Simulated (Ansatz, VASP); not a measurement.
# Cross-check of RbZnH3 between VASP and Ansatz

Aim: how closely do two programs agree when they are given the same cell, functional and k mesh? The cell is generated by rule, not measured, and may not be a known phase. The cell is taken from a series of runs on this material, whose earlier steps may have relaxed, scaled, displaced or heated it; both programs get it as it stands.

Program: Ansatz 0.2.0. Level of theory: plane waves, with VASP 6.6.1 beside it; zone-centre phonons at PBEsol. Results are calculated unless marked as measured.

The structure was built from a prototype and need not be the compound's stable phase.

### 1. Starting point

The structure is cubic, space group Pm-3m (No. 221). The conventional cell has a = 3.891 Å, b = 3.891 Å, c = 3.891 Å, α = 90.00°, β = 90.00°, γ = 90.00°. Rb has 12 H at 2.75 Å nearest. Nearest to Zn lie 6 H at 1.95 Å. Nearest to H lie 2 Zn at 1.95 Å and 4 Rb at 2.75 Å and 8 H at 2.75 Å. Farther neighbours are not listed.

As a file:

```cif
data_structure
_symmetry_space_group_name_H-M 'Pm-3m'
_symmetry_Int_Tables_number 221
_cell_length_a 3.8910
_cell_length_b 3.8910
_cell_length_c 3.8910
_cell_angle_alpha 90.000
_cell_angle_beta 90.000
_cell_angle_gamma 90.000
_cell_volume 58.91
loop_
_atom_site_label
_atom_site_type_symbol
_atom_site_symmetry_multiplicity
_atom_site_Wyckoff_symbol
_atom_site_fract_x
_atom_site_fract_y
_atom_site_fract_z
_atom_site_occupancy
Rb1 Rb 1 a 0.00000 0.00000 0.00000 1
Zn1 Zn 1 b 0.50000 0.50000 0.50000 1
H1 H 3 c 0.50000 0.50000 0.00000 1
```

### 2. VASP: zone-centre phonons, PBEsol

Second derivatives magnify differences that forces hide, and they need a tight electronic threshold.

Lines of VASP's logs that name or quote its potential files are left out, and so is its time.

File INCAR:

```
SYSTEM = RbZnH3
PREC = Accurate
ENCUT = 500
EDIFF = 1E-08
NELM = 120
ISMEAR = 1
SIGMA = 0.2
LREAL = .FALSE.
ALGO = Normal
GGA = PS
NBANDS = 18
LORBIT = 11
LWAVE = .FALSE.
LCHARG = .FALSE.
ISIF = 2
IBRION = 8
LASPH = .TRUE.
GGA_COMPAT = .FALSE.
KPAR = 2
```

File POSCAR:

```
RbZnH3
1.0
    3.8909810134      0.0000000000      0.0000000000
    0.0000000000      3.8909810134      0.0000000000
    0.0000000000      0.0000000000      3.8909810134
Rb Zn H
1 1 3
Direct
    0.0000000000      0.0000000000      0.0000000000
    0.5000000000      0.5000000000      0.5000000000
    0.5000000000      0.5000000000      0.0000000000
    0.5000000000      0.0000000000      0.5000000000
    0.0000000000      0.5000000000      0.5000000000
```

File KPOINTS:

```
Automatic mesh
0
Gamma
12 12 12
0 0 0
```

Potentials, in the order of the species: Rb_sv, Zn and H (PBE family, release 64).

Run with:

```bash
$ mpirun -np 2 vasp_std
```

Numbers of over 12 decimals in the logs are rounded to 6 here.

The program printed:

```text
[banner, memory and clock lines left out]
running    2 mpi-ranks, on    1 nodes
 distrk:  each k-point on    1 cores,    2 groups
 distr:  one band on    1 cores,    1 groups

 POSCAR found type information on POSCAR RbZnH
 POSCAR found :  3 types and       5 ions
|                                                                             |
|               ----> ADVICE to this user running VASP <----                  |
|                                                                             |
|     You enforced a specific xc type in the INCAR file but a different       |
|     [... a line on the potential file left out ...]
|     I HOPE YOU KNOW WHAT YOU ARE DOING!                                     |
|                                                                             |

 LDA part: xc-table for (Slater+PW92), standard interpolation
 POSCAR, INCAR and KPOINTS ok, starting setup
 FFT: planning ... GRIDC
 FFT: planning ... GRID_SOFT
 FFT: planning ... GRID
 WAVECAR not read
 entering main loop
       N       E                     dE             d eps       ncg     rms          rms(c)
DAV:   1     0.126855517286E+03    0.12686E+03   -0.11474E+04  3024   0.144E+03
DAV:   2    -0.514950531004E+01   -0.13201E+03   -0.12722E+03  3256   0.284E+02
DAV:   3    -0.134534237399E+02   -0.83039E+01   -0.82693E+01  3636   0.766E+01
DAV:   4    -0.136309267943E+02   -0.17750E+00   -0.17729E+00  4440   0.878E+00
DAV:   5    -0.136323521083E+02   -0.14253E-02   -0.14251E-02  3656   0.794E-01    0.770E+00
DAV:   6    -0.128042813137E+02    0.82807E+00   -0.18392E+00  3336   0.351E+01    0.513E+00
DAV:   7    -0.126697592694E+02    0.13452E+00   -0.81386E-01  3394   0.742E+00    0.216E+00
DAV:   8    -0.126671782211E+02    0.25810E-02   -0.52774E-02  3834   0.167E+00    0.868E-01
DAV:   9    -0.126675909512E+02   -0.41273E-03   -0.43720E-03  3760   0.673E-01    0.122E-01
DAV:  10    -0.126676455243E+02   -0.54573E-04   -0.43796E-04  3648   0.254E-01    0.230E-02
DAV:  11    -0.126676465530E+02   -0.10288E-05   -0.58656E-05  3636   0.650E-02    0.106E-02
DAV:  12    -0.126676476217E+02   -0.10687E-05   -0.99046E-06  3502   0.232E-02    0.452E-03
DAV:  13    -0.126676474910E+02    0.13068E-06   -0.92837E-07  3748   0.688E-03    0.150E-03
DAV:  14    -0.126676473687E+02    0.12234E-06   -0.11582E-07  3896   0.417E-03    0.306E-04
DAV:  15    -0.126676473887E+02   -0.20015E-07   -0.11855E-08  2338   0.758E-04    0.172E-04
DAV:  16    -0.126676473853E+02    0.34033E-08   -0.10908E-09  1780   0.244E-04
   1 F= -.12667647E+02 E0= -.12667495E+02  d E =-.456947E-03
 Linear response reoptimize wavefunctions to high precision
DAV:   1    -0.126676473874E+02   -0.20582E-08   -0.29733E-10  1838   0.271E-04
DAV:   2    -0.126676473873E+02    0.11823E-10   -0.81458E-11  1750   0.712E-05
 Linear response DOF=           4
 Linear response progress:
  Degree of freedom:   1/  4
       N       E                     dE             d eps       ncg     rms          rms(c)
RMM:   1    -0.225435313819E+00   -0.22544E+00    0.21124E-01 13928   0.231E+00
RMM:   2    -0.230746350951E+00   -0.53110E-02   -0.27924E-02 13011   0.572E-01    0.334E-02
RMM:   3    -0.231479680937E+00   -0.73333E-03   -0.13505E-03 14689   0.158E-01    0.171E-02
RMM:   4    -0.231495343712E+00   -0.15663E-04   -0.18489E-04 15353   0.549E-02    0.777E-03
RMM:   5    -0.231508529331E+00   -0.13186E-04   -0.21680E-05 15751   0.182E-02    0.354E-03
RMM:   6    -0.231523152199E+00   -0.14623E-04   -0.31256E-06 15457   0.662E-03    0.557E-04
RMM:   7    -0.231524577459E+00   -0.14253E-05   -0.57421E-07 16119   0.256E-03    0.297E-04
RMM:   8    -0.231525401549E+00   -0.82409E-06    0.81482E-08 15880   0.109E-03    0.258E-04
RMM:   9    -0.231524235440E+00    0.11661E-05    0.34467E-08 16160   0.535E-04    0.802E-05
RMM:  10    -0.231524228880E+00    0.65598E-08    0.47447E-07 16736   0.242E-04    0.103E-04
RMM:  11    -0.231524243151E+00   -0.14271E-07    0.74877E-08 15753   0.127E-04    0.702E-05
RMM:  12    -0.231524308241E+00   -0.65091E-07    0.43415E-08 15455   0.810E-05    0.328E-05
RMM:  13    -0.231524306134E+00    0.21074E-08    0.82067E-11 16073   0.487E-05    0.292E-05
 first order change of Fermi-energy  -0.26061E-03
 force on displaced ion       1 direction 1 :  -4.231   0.000   0.000
 Linear response progress:
  Degree of freedom:   2/  4
       N       E                     dE             d eps       ncg     rms          rms(c)
RMM:   1    -0.211908188835E+00   -0.21191E+00   -0.16249E-02  9918   0.156E+00
RMM:   2    -0.211525539617E+00    0.38265E-03   -0.15902E-03 10738   0.246E-01    0.459E-02
RMM:   3    -0.211451534402E+00    0.74005E-04   -0.78137E-05 12913   0.496E-02    0.269E-02
RMM:   4    -0.211344109061E+00    0.10743E-03   -0.20790E-05 13384   0.203E-02    0.457E-03
RMM:   5    -0.211295159331E+00    0.48950E-04   -0.48970E-06 14691   0.795E-03    0.727E-04
RMM:   6    -0.211287117273E+00    0.80421E-05   -0.88367E-07 15312   0.296E-03    0.376E-04
RMM:   7    -0.211283757053E+00    0.33602E-05   -0.20518E-07 14953   0.129E-03    0.918E-05
RMM:   8    -0.211284632893E+00   -0.87584E-06   -0.28533E-08 15906   0.577E-04    0.282E-05
RMM:   9    -0.211284659801E+00   -0.26908E-07    0.11791E-07 16223   0.263E-04    0.105E-05
RMM:  10    -0.211284688936E+00   -0.29135E-07    0.36152E-07 16592   0.130E-04    0.950E-06
RMM:  11    -0.211284632652E+00    0.56285E-07    0.25345E-07 16038   0.732E-05    0.150E-06
RMM:  12    -0.211284640306E+00   -0.76540E-08    0.13327E-07 15651   0.435E-05    0.246E-06
RMM:  13    -0.211284634920E+00    0.53857E-08    0.71189E-08 14928   0.299E-05    0.138E-06
 first order change of Fermi-energy  -0.34711E-03
 force on displaced ion       2 direction 1 :  -0.930  -0.000   0.000
 Linear response progress:
  Degree of freedom:   3/  4
       N       E                     dE             d eps       ncg     rms          rms(c)
RMM:   1    -0.155376626089E-01   -0.15538E-01   -0.57919E-03 25432   0.416E-01
RMM:   2    -0.151886988229E-01    0.34896E-03   -0.45110E-04 21394   0.114E-01    0.617E-02
RMM:   3    -0.154755837523E-01   -0.28688E-03   -0.10374E-04 22719   0.406E-02    0.352E-02
RMM:   4    -0.159668948259E-01   -0.49131E-03   -0.52849E-05 22152   0.298E-02    0.372E-03
RMM:   5    -0.160280331533E-01   -0.61138E-04   -0.93068E-06 24980   0.998E-03    0.930E-04
RMM:   6    -0.160198918379E-01    0.81413E-05   -0.13608E-06 26173   0.328E-03    0.514E-04
RMM:   7    -0.160202000570E-01   -0.30822E-06   -0.17209E-07 26367   0.132E-03    0.769E-05
RMM:   8    -0.160195388273E-01    0.66123E-06   -0.13089E-08 28276   0.499E-04    0.382E-05
RMM:   9    -0.160195249141E-01    0.13913E-07    0.10294E-08 28036   0.208E-04    0.613E-06
RMM:  10    -0.160194551829E-01    0.69731E-07    0.56903E-09 28621   0.959E-05    0.592E-06
RMM:  11    -0.160194645611E-01   -0.93782E-08    0.21559E-10 28132   0.439E-05    0.252E-06
 first order change of Fermi-energy  -0.47548E-04
 force on displaced ion       3 direction 1 :  -2.334   0.000   0.000
 Linear response progress:
  Degree of freedom:   4/  4
       N       E                     dE             d eps       ncg     rms          rms(c)
RMM:   1    -0.169329789548E-01   -0.16933E-01    0.43347E-04 13189   0.561E-01
RMM:   2    -0.161626264466E-01    0.77035E-03   -0.63260E-04 11947   0.139E-01    0.971E-02
RMM:   3    -0.164029818387E-01   -0.24036E-03   -0.24341E-04 11810   0.793E-02    0.500E-02
RMM:   4    -0.169267625473E-01   -0.52378E-03   -0.14348E-04 11760   0.564E-02    0.771E-03
RMM:   5    -0.170329310825E-01   -0.10617E-03   -0.88507E-06 12867   0.151E-02    0.804E-04
RMM:   6    -0.170338141154E-01   -0.88303E-06   -0.11337E-06 14267   0.388E-03    0.471E-04
RMM:   7    -0.170343617399E-01   -0.54762E-06   -0.20514E-07 14478   0.190E-03    0.169E-04
RMM:   8    -0.170351931891E-01   -0.83145E-06   -0.11317E-07 14724   0.802E-04    0.898E-05
RMM:   9    -0.170349874108E-01    0.20578E-06   -0.12144E-07 15171   0.374E-04    0.774E-06
RMM:  10    -0.170349258456E-01    0.61565E-07   -0.26416E-08 16140   0.151E-04    0.740E-06
RMM:  11    -0.170349156780E-01    0.10168E-07   -0.46204E-08 16062   0.640E-05    0.357E-06
RMM:  12    -0.170349153658E-01    0.31215E-09    0.43067E-09 15346   0.305E-05    0.211E-06
 first order change of Fermi-energy   0.42991E-03
 force on displaced ion       3 direction 3 :   0.000  -0.000  -1.999
 Linear response finished
```

OUTCAR, selected parts (step 2):

```text
ion  position               nearest neighbor table
   1  0.000  0.000  0.000-   3 2.75   4 2.75   5 2.75   4 2.75   5 2.75   3 2.75   5 2.75   5 2.75
                             3 2.75   4 2.75   4 2.75   3 2.75   2 3.37   2 3.37   2 3.37   2 3.37
   2  0.500  0.500  0.500-   3 1.95   4 1.95   5 1.95   3 1.95   4 1.95   5 1.95   1 3.37   1 3.37
                             1 3.37   1 3.37   1 3.37   1 3.37   1 3.37   1 3.37
   3  0.500  0.500  0.000-   2 1.95   2 1.95   1 2.75   1 2.75   1 2.75   1 2.75
   4  0.500  0.000  0.500-   2 1.95   2 1.95   1 2.75   1 2.75   1 2.75   1 2.75
   5  0.000  0.500  0.500-   2 1.95   2 1.95   1 2.75   1 2.75   1 2.75   1 2.75

  LATTYP: Found a simple cubic cell.
 ALAT       =     3.8909810134

 Subroutine GETGRP returns: Found 48 space group operations
 (whereof 48 operations were pure point group operations)

The static configuration has the point symmetry O_h .

 Found     84 irreducible k-points:

   k-points           NKPTS =     84   k-points in BZ     NKDIM =     84   number of bands    NBANDS=     18

   dimension x,y,z NGX =    28 NGY =   28 NGZ =   28
   dimension x,y,z NGXF=    56 NGYF=   56 NGZF=   56

   ENCUT  =  500.0 eV  36.75 Ry    6.06 a.u.   7.09  7.09  7.09*2*pi/ulx,y,z

   NELECT =      24.0000    total number of electrons

 k-points in reciprocal lattice and weights: Automatic mesh
   0.00000000  0.00000000  0.00000000       0.001
   0.08333333  0.00000000  0.00000000       0.003
   0.16666667  0.00000000  0.00000000       0.003
   0.25000000  0.00000000  0.00000000       0.003
   0.33333333  0.00000000  0.00000000       0.003
   0.41666667  0.00000000  0.00000000       0.003
   0.50000000  0.00000000  0.00000000       0.002
   0.08333333  0.08333333  0.00000000       0.007
   0.16666667  0.08333333  0.00000000       0.014
[...]
0.41666667  0.41666667  0.25000000       0.014
[...]
POSITION                                       TOTAL-FORCE (eV/Angst)
 -----------------------------------------------------------------------------------
      0.00000      0.00000      0.00000         0.000000      0.000000      0.000000
      1.94549      1.94549      1.94549         0.000000      0.000000      0.000000
      1.94549      1.94549      0.00000         0.000000      0.000000      0.000000
      1.94549      0.00000      1.94549         0.000000      0.000000      0.000000
      0.00000      1.94549      1.94549         0.000000      0.000000      0.000000
 -----------------------------------------------------------------------------------
    total drift:                                0.000000      0.000000      0.000000

 Eigenvectors and eigenvalues of the dynamical matrix
 ----------------------------------------------------

   1 f  =   29.570351 THz   185.795994 2PiTHz  986.360734 cm-1   122.293090 meV
             X         Y         Z           dx          dy          dz
      0.000000  0.000000  0.000000     0.013986    0.008455   -0.000000
      1.945491  1.945491  1.945491     0.025870    0.015639   -0.000000
      1.945491  1.945491  0.000000    -0.453171   -0.273957    0.000000
      1.945491  0.000000  1.945491    -0.453171    0.342382    0.000000
      0.000000  1.945491  1.945491     0.566357   -0.273957    0.000000

   2 f  =   29.570351 THz   185.795994 2PiTHz  986.360734 cm-1   122.293090 meV
             X         Y         Z           dx          dy          dz
      0.000000  0.000000  0.000000     0.006927   -0.011458   -0.009371
      1.945491  1.945491  1.945491     0.012813   -0.021194   -0.017335
      1.945491  1.945491  0.000000    -0.224439    0.371259   -0.379507
      1.945491  0.000000  1.945491    -0.224439   -0.463986    0.303662
      0.000000  1.945491  1.945491     0.280496    0.371259    0.303662

   3 f  =   29.570351 THz   185.795994 2PiTHz  986.360734 cm-1   122.293090 meV
             X         Y         Z           dx          dy          dz
      0.000000  0.000000  0.000000     0.004848   -0.008020    0.013389
      1.945491  1.945491  1.945491     0.008968   -0.014835    0.024766
      1.945491  1.945491  0.000000    -0.157099    0.259867    0.542182
      1.945491  0.000000  1.945491    -0.157099   -0.324773   -0.433827
      0.000000  1.945491  1.945491     0.196336    0.259867   -0.433827

   4 f  =   23.846641 THz   149.832864 2PiTHz  795.438320 cm-1    98.621738 meV
             X         Y         Z           dx          dy          dz
      0.000000  0.000000  0.000000    -0.000000    0.000000    0.000000
      1.945491  1.945491  1.945491    -0.000000   -0.000000   -0.000000
      1.945491  1.945491  0.000000    -0.077420   -0.702404   -0.000000
      1.945491  0.000000  1.945491     0.077420   -0.000000    0.025206
      0.000000  1.945491  1.945491    -0.000000    0.702404   -0.025206

   5 f  =   23.846641 THz   149.832864 2PiTHz  795.438320 cm-1    98.621738 meV
             X         Y         Z           dx          dy          dz
      0.000000  0.000000  0.000000    -0.000000   -0.000000    0.000000
      1.945491  1.945491  1.945491    -0.000000    0.000000    0.000000
      1.945491  1.945491  0.000000     0.001305    0.025215    0.000000
      1.945491  0.000000  1.945491    -0.001305    0.000000    0.706656
      0.000000  1.945491  1.945491     0.000000   -0.025215   -0.706656

   6 f  =   23.846641 THz   149.832864 2PiTHz  795.438320 cm-1    98.621738 meV
             X         Y         Z           dx          dy          dz
      0.000000  0.000000  0.000000    -0.000000    0.000000    0.000000
      1.945491  1.945491  1.945491     0.000000   -0.000000   -0.000000
      1.945491  1.945491  0.000000     0.702854   -0.077417    0.000000
      1.945491  0.000000  1.945491    -0.702854   -0.000000    0.001465
      0.000000  1.945491  1.945491    -0.000000    0.077417   -0.001465

   7 f  =   14.074200 THz    88.430809 2PiTHz  469.464792 cm-1    58.206190 meV
             X         Y         Z           dx          dy          dz
      0.000000  0.000000  0.000000     0.145608   -0.092605    0.146318
      1.945491  1.945491  1.945491    -0.038395    0.024419   -0.038582
      1.945491  1.945491  0.000000    -0.292345    0.185927   -0.471971
      1.945491  0.000000  1.945491    -0.292345    0.298710   -0.293770
      0.000000  1.945491  1.945491    -0.469681    0.185927   -0.293770

   8 f  =   14.074200 THz    88.430809 2PiTHz  469.464792 cm-1    58.206190 meV
             X         Y         Z           dx          dy          dz
      0.000000  0.000000  0.000000     0.136367   -0.056495   -0.171461
      1.945491  1.945491  1.945491    -0.035958    0.014897    0.045212
      1.945491  1.945491  0.000000    -0.273790    0.113428    0.553073
      1.945491  0.000000  1.945491    -0.273790    0.182233    0.344250
      0.000000  1.945491  1.945491    -0.439871    0.113428    0.344250

   9 f  =   14.074200 THz    88.430809 2PiTHz  469.464792 cm-1    58.206190 meV
             X         Y         Z           dx          dy          dz
      0.000000  0.000000  0.000000     0.106718    0.198543    0.019457
      1.945491  1.945491  1.945491    -0.028140   -0.052353   -0.005131
      1.945491  1.945491  0.000000    -0.214263   -0.398623   -0.062761
      1.945491  0.000000  1.945491    -0.214263   -0.640428   -0.039065
      0.000000  1.945491  1.945491    -0.344235   -0.398623   -0.039065

  10 f  =    1.966133 THz    12.353576 2PiTHz   65.583127 cm-1     8.131268 meV
             X         Y         Z           dx          dy          dz
      0.000000  0.000000  0.000000     0.556974   -0.371660   -0.000138
      1.945491  1.945491  1.945491    -0.594999    0.397033    0.000147
      1.945491  1.945491  0.000000     0.073066   -0.048756   -0.000032
      1.945491  0.000000  1.945491     0.073066   -0.086982   -0.000018
      0.000000  1.945491  1.945491     0.130352   -0.048756   -0.000018

  11 f  =    1.966133 THz    12.353576 2PiTHz   65.583127 cm-1     8.131268 meV
             X         Y         Z           dx          dy          dz
      0.000000  0.000000  0.000000    -0.371658   -0.556973    0.001617
      1.945491  1.945491  1.945491     0.397032    0.594998   -0.001727
      1.945491  1.945491  0.000000    -0.048756   -0.073066    0.000378
      1.945491  0.000000  1.945491    -0.048756   -0.130352    0.000212
      0.000000  1.945491  1.945491    -0.086982   -0.073066    0.000212

  12 f  =    1.966133 THz    12.353576 2PiTHz   65.583127 cm-1     8.131268 meV
             X         Y         Z           dx          dy          dz
      0.000000  0.000000  0.000000    -0.001012   -0.001269   -0.669588
      1.945491  1.945491  1.945491     0.001081    0.001355    0.715302
      1.945491  1.945491  0.000000    -0.000133   -0.000166   -0.156708
      1.945491  0.000000  1.945491    -0.000133   -0.000297   -0.087839
      0.000000  1.945491  1.945491    -0.000237   -0.000166   -0.087839

  13 f/i=    0.121897 THz     0.765901 2PiTHz    4.066046 cm-1     0.504125 meV
             X         Y         Z           dx          dy          dz
      0.000000  0.000000  0.000000    -0.001974   -0.024064    0.706833
      1.945491  1.945491  1.945491    -0.001941   -0.023668    0.695200
      1.945491  1.945491  0.000000    -0.000208   -0.002531    0.069756
      1.945491  0.000000  1.945491    -0.000208   -0.002375    0.074340
      0.000000  1.945491  1.945491    -0.000195   -0.002531    0.074340

  14 f/i=    0.121897 THz     0.765901 2PiTHz    4.066046 cm-1     0.504125 meV
             X         Y         Z           dx          dy          dz
      0.000000  0.000000  0.000000    -0.707022    0.017709   -0.001371
      1.945491  1.945491  1.945491    -0.695387    0.017417   -0.001349
      1.945491  1.945491  0.000000    -0.074360    0.001862   -0.000135
      1.945491  0.000000  1.945491    -0.074360    0.001748   -0.000144
      0.000000  1.945491  1.945491    -0.069775    0.001862   -0.000144

  15 f/i=    0.121897 THz     0.765901 2PiTHz    4.066046 cm-1     0.504125 meV
             X         Y         Z           dx          dy          dz
      0.000000  0.000000  0.000000    -0.017652   -0.706613   -0.024105
      1.945491  1.945491  1.945491    -0.017361   -0.694985   -0.023709
      1.945491  1.945491  0.000000    -0.001856   -0.074317   -0.002379
      1.945491  0.000000  1.945491    -0.001856   -0.069734   -0.002535
      0.000000  1.945491  1.945491    -0.001742   -0.074317   -0.002535

 ELASTIC MODULI CONTR FROM IONIC RELAXATION (kBar)
 Direction    XX          YY          ZZ          XY          YZ          ZX
 --------------------------------------------------------------------------------
 XX           0.0000      0.0000      0.0000      0.0000      0.0000      0.0000
 YY           0.0000      0.0000      0.0000      0.0000      0.0000      0.0000
 ZZ           0.0000      0.0000      0.0000      0.0000      0.0000      0.0000
 XY           0.0000      0.0000      0.0000      0.0000      0.0000      0.0000
 YZ           0.0000      0.0000      0.0000      0.0000      0.0000      0.0000
 ZX           0.0000      0.0000      0.0000      0.0000      0.0000      0.0000
 --------------------------------------------------------------------------------
```

[end of part 1 of 2]

[Lines on the potential files, build, host, timing and source positions are cut from VASP's logs without a mark.]

[Logs are printed without paths, hosts, clocks, repeated set-up lines and the standing remarks that a program may print on its own settings, such as how far it seeks lower states.]

[Hosts, paths, dates, database ids (printed as entryN), source tags and the programs' standing remarks are cut or masked in the printed files.]
